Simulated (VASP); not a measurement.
# Ge2Rh (Fd-3m) in VASP: single point with PBE

Aim: the single point of Ge2Rh with PBE.

Program: VASP 6.6.1. These are calculated values, not measurements. Logs are shortened: lines on timing, memory, paths and dates and some standing lists are left out, and cuts for length are marked.

### Step 1. The cell of the first run

It takes space group Fd-3m (No. 227, cubic). Conventional cell: a = 7.419 Å, b = 7.419 Å, c = 7.419 Å, α = 90.00°, β = 90.00°, γ = 90.00°. Around Ge (site symmetry -3m) lie 6 Ge at 2.62 Å. Rh (site symmetry -43m) is surrounded by 12 Ge at 3.08 Å and 4 Rh at 3.21 Å.

The cell was built by a generator and needn't be a form met in nature.

### Step 2. Single point, PBE (species swapped into the ScCo2 type (Fd-3m, No. 227))

INCAR

```
SYSTEM = Ge2Rh
PREC = Accurate
ENCUT = 520
EDIFF = 1E-6
ISMEAR = 0
SIGMA = 0.1
LREAL = .FALSE.
LASPH = .TRUE.
NELM = 100
ALGO = Fast
ISIF = 2
LWAVE = .FALSE.
LCHARG = .FALSE.
GGA = PE
NBANDS = 52
```

KPOINTS

```
regular mesh
0
G
  10 10 10
  0 0 0
```

POSCAR

```
Ge2Rh
1.0
    0.0000000000      3.7094920093      3.7094920093
    3.7094920093      0.0000000000      3.7094920093
    3.7094920093      3.7094920093      0.0000000000
Ge Rh
4 2
Direct
    0.6250000000      0.1250000000      0.6250000000
    0.6250000000      0.6250000000      0.1250000000
    0.1250000000      0.6250000000      0.6250000000
    0.6250000000      0.6250000000      0.6250000000
    0.0000000000      0.0000000000      0.0000000000
    0.2500000000      0.2500000000      0.2500000000
```

Potentials or basis: VASP PAW PBE potentials, release 64 (Ge_d, Rh_pv).

Run with:

```bash
$ cat potpaw_PBE.64/Ge_d/POTCAR potpaw_PBE.64/Rh_pv/POTCAR > POTCAR
$ mpirun -np 1 vasp_std > vasp.out
```

OUTCAR:

```text
SYSTEM = Ge2Rh
   PREC = Accurate
   ENCUT = 520
   EDIFF = 1E-6
   ISMEAR = 0
   LREAL = .FALSE.
   LASPH = .TRUE.
   NELM = 100
   ISIF = 2
   GGA = PE

 ion  position               nearest neighbor table
   1  0.625  0.125  0.625-   4 2.62   2 2.62   2 2.62   3 2.62   4 2.62   3 2.62   5 3.08   6 3.08
                             5 3.08   6 3.08   6 3.08   5 3.08
   2  0.625  0.625  0.125-   4 2.62   1 2.62   3 2.62   4 2.62   1 2.62   3 2.62   6 3.08   5 3.08
                             6 3.08   5 3.08   6 3.08   5 3.08
   3  0.125  0.625  0.625-   4 2.62   2 2.62   1 2.62   1 2.62   2 2.62   4 2.62   5 3.08   6 3.08
                             5 3.08   5 3.08   6 3.08   6 3.08
   4  0.625  0.625  0.625-   1 2.62   2 2.62   3 2.62   2 2.62   1 2.62   3 2.62   6 3.08   5 3.08
                             6 3.08   5 3.08   6 3.08   5 3.08
   5  0.000  0.000  0.000-   1 3.08   2 3.08   4 3.08   2 3.08   3 3.08   4 3.08   1 3.08   3 3.08
                             4 3.08   1 3.08   2 3.08   3 3.08   6 3.21   6 3.21   6 3.21   6 3.21
   6  0.250  0.250  0.250-   1 3.08   2 3.08   3 3.08   1 3.08   3 3.08   4 3.08   2 3.08   3 3.08
                             4 3.08   1 3.08   2 3.08   4 3.08   5 3.21   5 3.21   5 3.21   5 3.21

  LATTYP: Found a face centered cubic cell.
 ALAT       =     7.4189840186

  Lattice vectors:

 A1 = (   0.0000000000,   3.7094920093,   3.7094920093)
 A2 = (   3.7094920093,   0.0000000000,   3.7094920093)
 A3 = (   3.7094920093,   3.7094920093,   0.0000000000)

Analysis of symmetry for initial positions (statically):
=====================================================================
 Subroutine PRICEL returns:
 Original cell was already a primitive cell.

 Routine SETGRP: Setting up the symmetry group for a
 face centered cubic supercell.

 Subroutine GETGRP returns: Found 48 space group operations
 (whereof 24 operations were pure point group operations)
 out of a pool of 48 trial point group operations.

The static configuration has the point symmetry T_d .
 The point group associated with its full space group is O_h .

Analysis of symmetry for dynamics (positions and initial velocities):
=====================================================================
 Subroutine PRICEL returns:
 Original cell was already a primitive cell.

 Routine SETGRP: Setting up the symmetry group for a
 face centered cubic supercell.

 Subroutine GETGRP returns: Found 48 space group operations
 (whereof 24 operations were pure point group operations)
 out of a pool of 48 trial point group operations.

The dynamic configuration has the point symmetry T_d .
 The point group associated with its full space group is O_h .

 Subroutine INISYM returns: Found 48 space group operations
 (whereof 24 operations are pure point group operations),
 and found     1 'primitive' translations

----------------------------------------------------------------------------------------

                                     Primitive cell

  volume of cell :     102.0877

  direct lattice vectors                    reciprocal lattice vectors
     0.000000000  3.709492009  3.709492009    -0.134789345  0.134789345  0.134789345
     3.709492009  0.000000000  3.709492009     0.134789345 -0.134789345  0.134789345
     3.709492009  3.709492009  0.000000000     0.134789345  0.134789345 -0.134789345

  length of vectors
     5.246013909  5.246013909  5.246013909     0.233461995  0.233461995  0.233461995

  position of ions in fractional coordinates (direct lattice)
     0.625000000  0.125000000  0.625000000
     0.625000000  0.625000000  0.125000000
     0.125000000  0.625000000  0.625000000
     0.625000000  0.625000000  0.625000000
     0.000000000  0.000000000  0.000000000
     0.250000000  0.250000000  0.250000000

  ion indices of the primitive-cell ions
   primitive index   ion index
                 1           1
                 2           2
                 3           3
                 4           4
                 5           5
                 6           6

----------------------------------------------------------------------------------------

 KPOINTS: regular mesh

Automatic generation of k-mesh.
 Grid dimensions read from file:
 generate k-points for:   10   10   10

 Generating k-lattice:

  Cartesian coordinates                     Fractional coordinates (reciprocal lattice)
    -0.013478935  0.013478935  0.013478935     0.100000000  0.000000000  0.000000000
     0.013478935 -0.013478935  0.013478935     0.000000000  0.100000000  0.000000000
     0.013478935  0.013478935 -0.013478935     0.000000000  0.000000000  0.100000000

  Length of vectors
     0.023346199  0.023346199  0.023346199

  Shift w.r.t. Gamma in fractional coordinates (k-lattice)
     0.000000000  0.000000000  0.000000000

 Subroutine IBZKPT returns following result:
 ===========================================

 Found     47 irreducible k-points:

 Following reciprocal coordinates:
            Coordinates               Weight
  0.000000  0.000000  0.000000      1.000000
  0.100000  0.000000  0.000000      8.000000
  0.200000  0.000000  0.000000      8.000000
  0.300000  0.000000  0.000000      8.000000
  0.400000  0.000000  0.000000      8.000000
  0.500000  0.000000  0.000000      4.000000
[... 16 lines left out ...]
  0.300000  0.300000  0.000000      6.000000
  0.400000  0.300000  0.000000     24.000000
 [... further k-points ...]
   k-points           NKPTS =     47   k-points in BZ     NKDIM =     47   number of bands    NBANDS=     52
   number of dos      NEDOS =    301   number of ions     NIONS =      6
   total plane-waves  NPLWV =  64000
   dimension x,y,z NGX =    40 NGY =   40 NGZ =   40
   dimension x,y,z NGXF=    80 NGYF=   80 NGZF=   80
   ions per type =               4   2
   NGX,Y,Z   is equivalent  to a cutoff of  12.68, 12.68, 12.68 a.u.
   NGXF,Y,Z  is equivalent  to a cutoff of  25.35, 25.35, 25.35 a.u.
 SYSTEM =  Ge2Rh
   PREC   = accura    normal or accurate (medium, high low for compatibility)
   ISTART =      0    job   : 0-new  1-cont  2-samecut
   ICHARG =      2    charge: 1-file 2-atom 10-const
   ISPIN  =      1    spin polarized calculation?
   LNONCOLLINEAR =      F non collinear calculations
   LSORBIT =      F    spin-orbit coupling
   LASPH  =      T    aspherical Exc in radial PAW
   ENCUT  =  520.0 eV  38.22 Ry    6.18 a.u.   9.75  9.75  9.75*2*pi/ulx,y,z
   NELM   =    100;   NELMIN=  2; NELMDL= -5     # of ELM steps
   EDIFF  = 0.1E-05   stopping-criterion for ELM
   LREAL  =      F    real-space projection
   EDIFFG = 0.1E-04   stopping-criterion for IOM
   NSW    =      0    number of steps for IOM
   IBRION =     -1    ionic relax: 0-MD 1-quasi-New 2-CG
   NFREE  =      0    steps in history (QN), initial steepest desc. (CG)
   ISIF   =      2    stress and relaxation
   ISYM   =      2    0-nonsym 1-usesym 2-fastsym
   POTIM  = 0.5000    time-step for ionic-motion
   TEBEG  =    0.0;   TEEND  =   0.0 temperature during run
   PSTRESS=    0.0 pullay stress
   NELECT =      86.0000    total number of electrons
   NUPDOWN=      -1.0000    fix difference up-down
   EMIN   =  10.00;   EMAX   =-10.00  energy-range for DOS
   EFERMI =   0.00;   METHOD = LEGACY
   ISMEAR =     0;   SIGMA  =   0.10  broadening in eV -4-tet -1-fermi 0-gaus
   EFERMI_NEDOS =   21; number of points for ismear=-14 and -15
   IALGO  =     68    algorithm
   IMIX   =      4    mixing-type and parameters
     AMIX     =   0.40;   BMIX     =  1.00
     AMIX_MAG =   1.60;   BMIX_MAG =  1.00
  volume/ion in A,a.u.               =      17.01       114.82
  Fermi-wavevector in a.u.,A,eV,Ry     =   1.546144  2.921788 32.525551  2.390561
  Thomas-Fermi vector in A             =   2.651422
   LORBIT       =      0    0 simple, 1 ext, 2 COOP (PROOUT), +10 PAW based schemes
   GGA     = PE    functional components
   LHFCALC =     F    Hartree Fock is set to
   AEXX    =    0.0000 exact exchange contribution
   IVDW    =     0    specifies the selected vdW correction
   LEPSILON=     F    determine dielectric tensor
   LRPA    =     F    only Hartree local field effects (RPA)
 non-spin polarized calculation
 RMM-DIIS sequential band-by-band and
 Gauss-broadening in eV      SIGMA  =   0.10
  energy-cutoff  :      520.00
  volume of cell :      102.09
 maximum number of plane-waves:      2778
   NGX = 19   NGY = 19   NGZ = 19

 number of electron      86.0000005 magnetization

 Free energy of the ion-electron system (eV)
  ---------------------------------------------------
  ext. energy  EPLUGINS =         0.00000000
  ---------------------------------------------------
  free energy    TOTEN  =       -29.47256469 eV

  energy without entropy =      -29.45091389  energy(sigma->0) =      -29.46173929

 E-fermi :   7.9058     XC(G=0): -12.0624

 val. band max:        7.9051261659   @ k =  -0.3000   0.5000   0.2000
 cond. band min:       7.9204041693   @ k =   0.2000   0.2000   0.0000
 fundamental gap:      0.0152780034
 Fermi energy:         7.9058085601

 k-point     1 :       0.0000    0.0000    0.0000
  band No.  band energies     occupation
      1     -37.4524      2.00000
      2     -37.4524      2.00000
      3     -37.4524      2.00000
      4     -37.4215      2.00000
      5     -37.4215      2.00000
      6     -37.4215      2.00000
[... 44 lines left out ...]
     51      13.7834      0.00000
     52      15.6127      0.00000

 k-point     2 :       0.1000    0.0000    0.0000
  band No.  band energies     occupation
      1     -37.4526      2.00000
      2     -37.4526      2.00000
      3     -37.4521      2.00000
      4     -37.4218      2.00000
      5     -37.4213      2.00000
      6     -37.4213      2.00000
[... 44 lines left out ...]
     51      14.3138      0.00000
     52      15.1810      0.00000

 k-point     3 :       0.2000    0.0000    0.0000
  band No.  band energies     occupation
      1     -37.4533      2.00000
      2     -37.4533      2.00000
      3     -37.4516      2.00000
      4     -37.4224      2.00000
      5     -37.4206      2.00000
      6     -37.4206      2.00000
[... 44 lines left out ...]
     51      14.0258      0.00000
     52      14.0316      0.00000
[... 1046 lines left out ...]
 k-point    23 :       0.3000    0.3000    0.0000
  band No.  band energies     occupation
      1     -37.4559      2.00000
      2     -37.4559      2.00000
      3     -37.4461      2.00000
      4     -37.4280      2.00000
      5     -37.4180      2.00000
      6     -37.4180      2.00000
[... 44 lines left out ...]
     51      12.8169      0.00000
     52      13.6024      0.00000

 k-point    24 :       0.4000    0.3000    0.0000
  band No.  band energies     occupation
      1     -37.4567      2.00000
      2     -37.4565      2.00000
      3     -37.4441      2.00000
      4     -37.4300      2.00000
      5     -37.4175      2.00000
      6     -37.4173      2.00000
[... 44 lines left out ...]
     51      12.8835      0.00000
     52      13.1350      0.00000

 [... further k-points ...]
[... 5 lines left out ...]
  --------------------------------------------------------------------------------------
  -------------------------------------------------------------------------------------
  Total        0.0609567      0.0609567      0.0609567     -0.0000000     -0.0000000      0.0000000
  in kB        0.9566616      0.9566616      0.9566616     -0.0000000     -0.0000000      0.0000000
  external PRESSURE =       0.9566616 kB  Pullay stress =       0.0000000 kB

 VOLUME and BASIS-vectors are now :
 -----------------------------------------------------------------------------
  energy-cutoff  :      520.00
  volume of cell :      102.09
      direct lattice vectors                 reciprocal lattice vectors
     0.000000000  3.709492009  3.709492009    -0.134789345  0.134789345  0.134789345
     3.709492009  0.000000000  3.709492009     0.134789345 -0.134789345  0.134789345
     3.709492009  3.709492009  0.000000000     0.134789345  0.134789345 -0.134789345

 POSITION                                       TOTAL-FORCE (eV/Angst)
 -----------------------------------------------------------------------------------
      2.78212      4.63687      2.78212         0.000000      0.000000      0.000000
      2.78212      2.78212      4.63687         0.000000      0.000000      0.000000
      4.63687      2.78212      2.78212         0.000000      0.000000      0.000000
      4.63687      4.63687      4.63687         0.000000      0.000000      0.000000
      0.00000      0.00000      0.00000        -0.000000     -0.000000      0.000000
      1.85475      1.85475      1.85475         0.000000      0.000000     -0.000000
 -----------------------------------------------------------------------------------
    total drift:                                0.000000      0.000000      0.000000

  FREE ENERGIE OF THE ION-ELECTRON SYSTEM (eV)
  ---------------------------------------------------
  free  energy   TOTEN  =       -29.4725646939 eV

  energy  without entropy=      -29.4509138920  energy(sigma->0) =      -29.46173929
```

Run time: 5.3 min. Hardware: 1 thread of Intel Xeon Platinum 8488C (Sapphire Rapids), shared host; peak memory 0.36 GiB.

Results:

| Item | Value |
| --- | --- |
| Free energy | -29.4726 eV |
| Pressure | 0.1 GPa |
| Band gap on the k mesh | none (metal or under the smearing width) |
